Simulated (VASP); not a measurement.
Output of a VASP run:

**OSZICAR**
```
       N       E                     dE             d eps       ncg     rms          rms(c)
DAV:   1     0.120559587699E+03    0.12056E+03   -0.10897E+04  4384   0.173E+03
DAV:   2    -0.210793822576E+02   -0.14164E+03   -0.13757E+03  5028   0.410E+02
DAV:   3    -0.254856104515E+02   -0.44062E+01   -0.43425E+01  5274   0.649E+01
DAV:   4    -0.255328501775E+02   -0.47240E-01   -0.47209E-01  4833   0.704E+00
DAV:   5    -0.255332488050E+02   -0.39863E-03   -0.39862E-03  5229   0.673E-01    0.314E+01
DAV:   6    -0.225491007798E+02    0.29841E+01   -0.97169E+00  4938   0.318E+01    0.818E+00
DAV:   7    -0.224784342106E+02    0.70667E-01   -0.44195E-01  4548   0.592E+00    0.591E+00
DAV:   8    -0.224520509793E+02    0.26383E-01   -0.77875E-02  4853   0.265E+00    0.850E-01
DAV:   9    -0.224507970103E+02    0.12540E-02   -0.43816E-03  4711   0.519E-01    0.146E-01
DAV:  10    -0.224507414493E+02    0.55561E-04   -0.29446E-04  5108   0.232E-01    0.798E-02
DAV:  11    -0.224507389477E+02    0.25016E-05   -0.27815E-05  4743   0.480E-02    0.115E-02
DAV:  12    -0.224507375656E+02    0.13821E-05   -0.60282E-06  4708   0.240E-02    0.389E-03
DAV:  13    -0.224507376004E+02   -0.34815E-07   -0.11986E-07  2244   0.386E-03
   1 F= -.22450738E+02 E0= -.22450753E+02  d E =-.224507E+02
```

**OUTCAR**
```
------------------------ aborting loop because EDIFF is reached ----------------------------------------
  FORCE on cell =-STRESS in cart. coord.  units (eV):
  Direction    XX          YY          ZZ          XY          YZ          ZX
  --------------------------------------------------------------------------------------
  Total       -0.0131532     -0.0131532     -0.0072522      0.0000000      0.0000000      0.0000000
  in kB       -0.9983562     -0.9983563     -0.5504540      0.0000000      0.0000000      0.0000000
  external PRESSURE =      -0.8490555 kB  Pullay stress =       0.0000000 kB
  volume of cell :       21.11
      direct lattice vectors                 reciprocal lattice vectors
     1.461980541 -2.532224652  0.000000000     0.342001816 -0.197454835  0.000000000
     1.461980541  2.532224652  0.000000000     0.342001816  0.197454835  0.000000000
     0.000000000  0.000000000  2.850912278     0.000000000  0.000000000  0.350764914
 POSITION                                       TOTAL-FORCE (eV/Angst)
 -----------------------------------------------------------------------------------
      0.00000      0.00000      0.00000         0.000000      0.000000      0.000000
      1.46198      0.84408      1.42546        -0.000000     -0.000000      0.000000
 -----------------------------------------------------------------------------------
    total drift:                                0.000000     -0.000388      0.000000
  FREE ENERGIE OF THE ION-ELECTRON SYSTEM (eV)
  ---------------------------------------------------
  free  energy   TOTEN  =       -22.4507376004 eV

  energy  without entropy=      -22.4507842283  energy(sigma->0) =      -22.45075314

 reached required accuracy - stopping structural energy minimisation
```
(Selected blocks of OUTCAR.)

**POSCAR**
```
WC
1
    1.4619805406    -2.5322246521    -0.0000000000
    1.4619805406     2.5322246521    -0.0000000000
    0.0000000000     0.0000000000     2.8509122777
W C
1 1
Direct
  0.0000000000   0.0000000000   1.0000000000
  0.3333330000   0.6666670000   0.5000000000
```

Problem. Reconstruct the remaining input files.

Solution. One answer among several that fit: the input of the run itself, PBE GGA, plane waves, VASP's PBE PAW potentials (set 64).

INCAR:
```
ALGO = Normal
EDIFF = 1E-6
EDIFFG = -0.02
ENCUT = 620
GGA = PE
IBRION = 2
ISIF = 3
ISMEAR = 1
LASPH = .TRUE.
LCHARG = .FALSE.
LMAXMIX = 6
LREAL = .FALSE.
LWAVE = .FALSE.
NELM = 100
NSW = 40
PREC = Accurate
SIGMA = 0.1
SYSTEM = WC
```

**KPOINTS**
```
Automatic mesh
0
Gamma
14 14 13
0 0 0
```

POTCAR, in this order: W_sv C (PBE.64 set). Program: vasp_std.

The compound is WC in the wc structure. It was relaxed first.
